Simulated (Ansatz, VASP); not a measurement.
**Os (Osmium): VASP beside Ansatz**

One calculation is typed for both programs; each brings its own data sets. How far apart do they land? The structure shown is the end of the Ansatz relaxation below.

Calculated with Ansatz 0.2.0; plane waves, with VASP 6.6.1 beside it; single point at PBEsol.

## 1. The starting structure

It takes space group P6_3/mmc (No. 194, hexagonal). Conventional cell: a = 2.766 Å, b = 2.766 Å, c = 4.362 Å, α = 90.00°, β = 90.00°, γ = 120.00°. Os has 12 Os at 2.70 to 2.77 Å nearest.

## 2. Ansatz: relaxation, PBEsol

Ansatz runs on its PAW soft_1 files.

This run makes the geometry at which the two programs are then compared.

The input, input.yaml:

```yaml
crystal:
  lattice:
    - [2.7646899167, 0.0, 0.0]
    - [-1.3823449584, 2.3942917015, 0.0]
    - [0.0, 0.0, 4.3650233197]
  atoms:
    - { symbol: Os, position: [0.3333333333, 0.6666666667, 0.25] }
    - { symbol: Os, position: [0.6666666667, 0.3333333333, 0.75] }
kpoints:
  mp_grid: { grid: [18, 18, 12] }
hamiltonian:
  xc: pbesol
  pseudopotentials: { kind: paw, azcp: { folder: soft_1 }, xc_functional: pbe }
scf:
  occupations: { method: methfessel_paxton, width: 0.2 }
output:
  forces: true
  stress: true
  eigenvalues: true
relax:
  adjacent_minimum: "off"
  f_tol: 0.001
  max_steps: 60
  cell: { stress_tol: 0.01, fix: [volume] }
```

On the command line:

```
ansatz run input.yaml --threads 4 --pin off --max-ram 10240MiB --backend cpu --events-out ev --progress --plain --runs-dir out
```

Numbers of over 12 decimals in the logs are rounded to 6 here.

The log of the run:

```text
Engine: ansatz 0.2.0, x86_64-unknown-linux-gnu
Pseudopotentials: kind: paw
Pseudopotential: Os, paw, valence charge 16, recommended cutoff 420 eV (normal), soft_1/Os.paw.azcp
Functional definition: PBEsol
  exchange = pbesol_x
  correlation = pbesol_c
Crystal: 2 atoms, lattice volume = 28.894 Å³
Basis set: ecut = 420 eV, 579 PW (Γ), exchange–correlation on 40×40×60 points (8 copies of the dense FFT grid, shifted against one another)
Bands: 20, of which v1, the nominal top of the filled ones, is band 16 counted from 1 (15 counted from 0)
Symmetry: 24 space group operations
Space group: P63/mmc (ITA 194), of the structure as read, at distance tolerance 3.1e-5 Å
k-points: 259 of 3888
Non-local potential: Os, projectors of the file, l = 0: 3, l = 1: 2, l = 2: 2, l = 3: 1
PAW form: soft (Blöchl's): semilocal exchange-correlation on the pseudo side does not see the compensation charge
PAW frozen core: Os, regenerated for the run's functional, and the local potential with it (the file was generated under x = pbe(κ = 0.804, μ = 0.219515), c = pbe(β = 0.066725))
PAW one-centre angular grid: Os, 590 points (default); XC on 64 Gauss nodes
Initial density: superposition of atomic densities (chi_scale 0.1, normalization cell)
Initial wavefunctions: pseudopotential atomic-orbital guess
Functional: x = pbesol(κ = 0.804, μ = 0.123457), c = pbesol(β = 0.046)
SCF iter   1: F=—  HF=-22504.978821 eV  |F-HF|=—  |Δ(HF+E_count)|=         —  Δρ=6.30e-2  dr2=1.02e0  ethr=3.10e-3  ⟨swp⟩=4.8  Hψ=19923  notcnv=0
preconditioner: auto → none  [metal: Δε(μ)=0.017 eV  Ē_g=6.814 eV  σ=0.200 eV  W_gap=0.07  n_scr=8 (ndim 8)  ℏωp=27.6 eV  f_vac=0.000  D(μ)=1.32/eV (n_scr^D=8)  sad-step TF]
SCF iter   2: F=—  HF=-22504.709056 eV  |F-HF|=—  |Δ(HF+E_count)|=   2.70e-1  S|Δr|=    0.00e0  Δρ=3.59e-2  dr2=3.16e-1  ethr=3.10e-3  ⟨swp⟩=2.0  Hψ=8157  notcnv=0  defer=34
SCF iter   3: F=—  HF=-22504.601017 eV  |F-HF|=—  |Δ(HF+E_count)|=   1.08e-1  S|Δr|=    0.00e0  Δρ=1.86e-3  dr2=3.61e-4  ethr=9.89e-4  ⟨swp⟩=2.0  Hψ=8127  notcnv=0  defer=34
SCF iter   4: F=—  HF=-22504.600911 eV  |F-HF|=—  |Δ(HF+E_count)|=   1.07e-4  S|Δr|=    0.00e0  Δρ=2.63e-4  dr2=1.31e-5  ethr=1.13e-6  ⟨swp⟩=2.0  Hψ=9300  notcnv=0  defer=34
SCF iter   5: F=—  HF=-22504.600924 eV  |F-HF|=—  |Δ(HF+E_count)|=   1.32e-5  S|Δr|=    0.00e0  Δρ=5.57e-5  dr2=3.65e-7  ethr=4.11e-8  ⟨swp⟩=3.0  Hψ=9524  notcnv=0  defer=34
SCF iter   6: F=-22504.600924 eV  HF=-22504.600924 eV  |F-HF|=2.21e-8  |Δ(HF+E_count)|=   1.06e-7  S|Δr|=    0.00e0  Δρ=1.41e-5  dr2=3.96e-8  ethr=3.13e-10  ⟨swp⟩=5.5  Hψ=20120  notcnv=0
SCF 1 converged in 6 iterations: F = -22504.600924 eV  dr2 = 3.96e-8
  greatest PAW one-centre occupation: 1.000 electrons in one spin orbital (limit 2), on the Os atom at site 1 (counted from 0), in its partial waves of l = 0
relax step   1: F+E_penalty+E_count = -22504.60092376 eV  Δ(F+E_penalty+E_count) = +0.000e0 eV  max|allowed force component| = 4.626e-17 eV/Å  Δτ_max = 0.0000 Å  P = -15.457 GPa  Ω = 28.894 Å³  fix = [volume]  reactions: volume -15.457 GPa  (6 SCF iters, dr2 threshold 1.00e-7 eV, accepted)
[...]
relax step   2: F+E_penalty+E_count = -22504.60088904 eV  Δ(F+E_penalty+E_count) = +3.472e-5 eV  max|allowed force component| = 2.776e-17 eV/Å  Δτ_max = 0.0000 Å  P = -15.409 GPa  Ω = 28.894 Å³  energy of the carried Pulay correction = +5.831e-7 eV  fix = [volume]  (3 SCF iters, dr2 threshold 2.00e-7 eV, rejected (line search))
[...]
relax step   3: F+E_penalty+E_count = -22504.60095687 eV  Δ(F+E_penalty+E_count) = -3.311e-5 eV  max|allowed force component| = 1.850e-17 eV/Å  Δτ_max = 0.0000 Å  P = -15.438 GPa  Ω = 28.894 Å³  energy of the carried Pulay correction = +2.395e-7 eV  fix = [volume]  reactions: volume -15.438 GPa  (6 SCF iters, accepted)
[...]
relax step   4: F+E_penalty+E_count = -22504.60095902 eV  Δ(F+E_penalty+E_count) = -2.147e-6 eV  max|allowed force component| = 1.850e-17 eV/Å  Δτ_max = 0.0000 Å  P = -15.438 GPa  Ω = 28.894 Å³  fix = [volume]  reactions: volume -15.438 GPa  stress off target by 8.27e-4 GPa on what of the cell is left free  SCF on the basis re-selected at this cell (its energy is not comparable with the rows above)  (4 SCF iters)
basis re-selected at this cell: Δ(F+E_penalty+E_count) = -2.147e-6 eV, ΔP = +0.000 GPa vs the last step (what re-selecting the basis moved, of the pressure what is left beyond the Pulay correction that the steps carried, after the strain that the cell walked since its last selection, with what the two solves' SCF thresholds leave and, on support functions, any second-order correction that the steps lacked; it is no m [...]
SCF converged after 4 iterations
Stability not checked: this state was not tested for a lower state beside it, because cold or Methfessel-Paxton smearing, or corrected tetrahedra, fill the levels in a way that the test cannot read (fill_not_monotonic; see scf.lower_state_search)
Free energy (F): -22504.600959 eV
Harris-Foulkes:  -22504.600959 eV  (|F-HF|=1.09e-11)
Internal energy: -22504.600931 eV  (E = F + TS)
E sigma→0 (E₀):  -22504.600952 eV
Entropy (-TS):   -0.000029 eV (-0.014 meV/atom)
Fermi energy:    24.847278 eV
--- Per-component energies (eV) ---
  E_band       = -164.070989
  E_kinetic    = 980.989030
  E_local      = -1890.878673  (includes V_loc(G=0)·N_el)
  E_nonlocal   = 397.763982
  E_hartree    = 671.181355
  E_xc         = -464.297538
  E_vxc        = -490.802493  (∫ρ·V_xc dr)
  E_paw        = -17829.232389  (= ΣΔE_a)
  E_vpaw       = -503.506447  (= ΣTr[D̂ρ^β])
  E_aug_tail   = 0.000888  (compensation charges beyond the density's cutoff)
  E_ewald      = -4370.623581
  E_core_change = 0.495995  (= ΣΔE_core)
  E_smearing   = -0.000029  (= −TS)
  E_closure    = 0.000000  (closes the sum)
  Σ components = -22504.600959   (vs F -22504.600959, Δ=0.00e0)
--- Forces (eV/Å), atoms counted from 1 ---
  atom   1  Os     0.00000000     0.00000000    -0.00000000
  atom   2  Os     0.00000000     0.00000000     0.00000000
  max |Σ_I F_I| component: 3.70e-17 eV/Å
--- Stress (GPa, compression-positive) ---
      -15.437920      -0.000000       0.000000
       -0.000000     -15.437920      -0.000000
        0.000000      -0.000000     -15.436680
  P = ⅓ Tr σ = -15.4375 GPa (-154.375 kbar)
--- Band table (eV; the first three rows and the last of 259) ---
  k-point 0: bands = [... 12 lower, 22.1849, 22.7298, 22.7298, 23.3392, 23.3392, 24.8539, 26.4676, 26.4676]
  k-point 1: bands = [... 12 lower, 22.1353, 22.6735, 22.6735, 23.4717, 23.4717, 24.5631, 26.4798, 26.4798]
  k-point 2: bands = [... 12 lower, 21.9961, 22.5214, 22.5214, 23.8080, 23.8080, 23.8436, 26.4946, 26.4946]
  k-point 258: bands = [... 12 lower, 21.5269, 21.5269, 23.5497, 23.5497, 26.3980, 26.3980, 32.8798, 32.8798]
--- Relaxed structure (3 steps of the walk, 2 accepted, 1 SCFs on fresh bases) ---
  F+E_penalty+E_count = -22504.60095902 eV   max|allowed force component| = 1.850e-17 eV/Å   (the final SCF, on the basis selected at the relaxed cell)
  cell:  # Å, volume = 28.8942 Å³
    - [2.765636, 2.887744216021653e-11, 0.0]
    - [-1.382818, 2.395111, 0.0]
    - [0.0, 0.0, 4.362039]
  atoms:
    - { symbol: Os, position: [0.333333, 0.666667, 0.250000] }
    - { symbol: Os, position: [0.666667, 0.333333, 0.750000] }
```

The column dr2 measures how far the density is from self-consistency, as an energy; F and HF (Harris–Foulkes) agree once it is small.

## 3. VASP: single point, PBEsol, pair 1

The same cell, functional, mesh and smearing now go to VASP, with its own data sets.

Lines of VASP's logs that name or quote its potential files are left out, and so is its time.

The input, INCAR:

```
SYSTEM = Os
PREC = Accurate
ENCUT = 600
EDIFF = 1E-06
NELM = 120
ISMEAR = 1
SIGMA = 0.2
LREAL = .FALSE.
ALGO = Normal
GGA = PS
NBANDS = 14
LASPH = .TRUE.
LORBIT = 11
LWAVE = .FALSE.
LCHARG = .FALSE.
ISIF = 2
GGA_COMPAT = .FALSE.
KPAR = 2
```

The input, POSCAR:

```
Os
1.0
    2.7656355835      0.0000000000      0.0000000000
   -1.3828177918      2.3951106729      0.0000000000
    0.0000000000      0.0000000000      4.3620387242
Os
2
Direct
    0.3333333334      0.6666666668      0.2500000000
    0.6666666668      0.3333333334      0.7500000000
```

The input, KPOINTS:

```
Automatic mesh
0
Gamma
18 18 12
0 0 0
```

The projector-augmented-wave data sets are Os (PBE family, release 64).

On the command line:

```
mpirun -np 2 vasp_std
```

The log of the run:

```text
[banner, memory and clock lines left out]
running    2 mpi-ranks, on    1 nodes
 distrk:  each k-point on    1 cores,    2 groups
 distr:  one band on    1 cores,    1 groups

 POSCAR found type information on POSCAR Os
 POSCAR found :  1 types and       2 ions
|                                                                             |
|               ----> ADVICE to this user running VASP <----                  |
|                                                                             |
|     You enforced a specific xc type in the INCAR file but a different       |
|     [... a line on the potential file left out ...]
|     I HOPE YOU KNOW WHAT YOU ARE DOING!                                     |
|                                                                             |

 LDA part: xc-table for (Slater+PW92), standard interpolation
 POSCAR, INCAR and KPOINTS ok, starting setup
 FFT: planning ... GRIDC
 FFT: planning ... GRID_SOFT
 FFT: planning ... GRID
 WAVECAR not read
 entering main loop
       N       E                     dE             d eps       ncg     rms          rms(c)
DAV:   1     0.114485102833E+03    0.11449E+03   -0.81448E+03  7252   0.123E+03
DAV:   2    -0.194959194376E+02   -0.13398E+03   -0.11752E+03  7438   0.364E+02
DAV:   3    -0.259612827994E+02   -0.64654E+01   -0.61262E+01  9474   0.692E+01
DAV:   4    -0.260428763886E+02   -0.81594E-01   -0.81191E-01  7918   0.818E+00
DAV:   5    -0.260433549555E+02   -0.47857E-03   -0.47848E-03  9414   0.559E-01    0.224E+01
DAV:   6    -0.247782749408E+02    0.12651E+01   -0.12749E+00  8956   0.992E+00    0.958E+00
DAV:   7    -0.244426435417E+02    0.33563E+00   -0.75175E-01  9226   0.753E+00    0.466E-01
DAV:   8    -0.244361496842E+02    0.64939E-02   -0.66216E-03  7384   0.634E-01    0.295E-01
DAV:   9    -0.244331725545E+02    0.29771E-02   -0.14605E-03  8530   0.422E-01    0.557E-02
DAV:  10    -0.244331963211E+02   -0.23767E-04   -0.64051E-05  9190   0.763E-02    0.126E-02
DAV:  11    -0.244331732032E+02    0.23118E-04   -0.52717E-06  7984   0.240E-02    0.151E-03
DAV:  12    -0.244331726273E+02    0.57592E-06   -0.13355E-07  4442   0.419E-03
   1 F= -.24433173E+02 E0= -.24433188E+02  d E =0.461420E-04
```

From OUTCAR (step 3):

```text
ion  position               nearest neighbor table
   1  0.333  0.667  0.250-   2 2.70   2 2.70   2 2.70   2 2.70   2 2.70   2 2.70
   2  0.667  0.333  0.750-   1 2.70   1 2.70   1 2.70   1 2.70   1 2.70   1 2.70

  LATTYP: Found a hexagonal cell.
 ALAT       =     2.7656355835
 C/A-ratio  =     1.5772283052

 Subroutine GETGRP returns: Found 24 space group operations
 (whereof 12 operations were pure point group operations)

The static configuration has the point symmetry D_3d.
 The point group associated with its full space group is D_6h.

 Found    259 irreducible k-points:

   k-points           NKPTS =    259   k-points in BZ     NKDIM =    259   number of bands    NBANDS=     14

   dimension x,y,z NGX =    24 NGY =   24 NGZ =   36
   dimension x,y,z NGXF=    48 NGYF=   48 NGZF=   72

   ENCUT  =  600.0 eV  44.10 Ry    6.64 a.u.   5.52  5.52  8.71*2*pi/ulx,y,z

   NELECT =      16.0000    total number of electrons

 k-points in reciprocal lattice and weights: Automatic mesh
   0.00000000  0.00000000  0.00000000       0.000
   0.05555556  0.00000000  0.00000000       0.002
   0.11111111  0.00000000  0.00000000       0.002
   0.16666667  0.00000000  0.00000000       0.002
   0.22222222  0.00000000  0.00000000       0.002
   0.27777778  0.00000000  0.00000000       0.002
   0.33333333  0.00000000  0.00000000       0.002
   0.38888889  0.00000000  0.00000000       0.002
   0.44444444  0.00000000  0.00000000       0.002
[...]
0.33333333  0.27777778  0.50000000       0.003
   0.33333333  0.33333333  0.50000000       0.001

 average (electrostatic) potential at core
       1 -43.5787       2 -43.5787

 E-fermi :   8.8213

 k-point     1 :       0.0000    0.0000    0.0000
  band No.  band energies     occupation
    ...
      6       6.7036      2.00000
      7       6.7036      2.00000
      8       7.3116      2.00000
      9       7.3116      2.00000
     10       8.8389      0.85123
     11      10.4320     -0.00000
     12      10.4320     -0.00000
     13      17.5029      0.00000
     14      22.8577      0.00000

 k-point     2 :       0.0556    0.0000    0.0000
  band No.  band energies     occupation
    ...
      6       6.6315      2.00000
      7       6.8019      2.00000
      8       7.1696      2.00000
      9       7.2258      2.00000
     10       8.2550      2.00046
     11      10.4915     -0.00000
     12      11.1931     -0.00000
     13      17.4922      0.00000
     14      23.1043      0.00000

 k-point     3 :       0.1111    0.0000    0.0000
  band No.  band energies     occupation
    ...
      6       6.5919      2.00000
      7       6.7745      2.00000
      8       6.9981      2.00000
      9       7.0921      2.00000
     10       7.6389      2.00000
     11      10.6425     -0.00000
     12      12.4989     -0.00000
     13      17.4448      0.00000
     14      23.7664      0.00000

  Total       -2.7488146     -2.7488146     -2.7644000      0.0000000     -0.0000000      0.0000000
  in kB     -152.4214096   -152.4214096   -153.2856179      0.0000000     -0.0000000      0.0000000
  external PRESSURE =    -152.7094791 kB  Pullay stress =       0.0000000 kB

  energy-cutoff  :      600.00
  volume of cell :       28.89
      direct lattice vectors                 reciprocal lattice vectors
     2.765635583  0.000000000  0.000000000     0.361580537  0.208758620  0.000000000
    -1.382817792  2.395110673  0.000000000     0.000000000  0.417517241  0.000000000
     0.000000000  0.000000000  4.362038724     0.000000000  0.000000000  0.229250601

 POSITION                                       TOTAL-FORCE (eV/Angst)
 -----------------------------------------------------------------------------------
     -0.00000      1.59674      1.09051         0.000000     -0.000000      0.000000
      1.38282      0.79837      3.27153        -0.000000      0.000000      0.000000
 -----------------------------------------------------------------------------------
    total drift:                               -0.000000     -0.000000      0.000000

  FREE ENERGIE OF THE ION-ELECTRON SYSTEM (eV)
  ---------------------------------------------------
  free  energy   TOTEN  =       -24.4331726273 eV

  energy  without entropy=      -24.4332187693  energy(sigma->0) =      -24.43318801

 total charge
# of ion       s       p       d       tot
------------------------------------------
    1        0.643   0.748   5.971   7.362
    2        0.643   0.748   5.971   7.362
--------------------------------------------------
tot          1.286   1.496  11.943  14.725

[... 3 further parts left out ...]
```

The PAW data sets were made with PBE, which is usual practice but a small mismatch for other functionals.

[end of part 1 of 2]

[Lines on the potential files, build, host, timing and source positions are cut from VASP's logs without a mark.]

[Logs are printed without paths, hosts, clocks, repeated set-up lines and the standing remarks that a program may print on its own settings, such as how far it seeks lower states.]

[Hosts, paths, dates, database ids (printed as entryN), source tags and the programs' standing remarks are cut or masked in the printed files.]
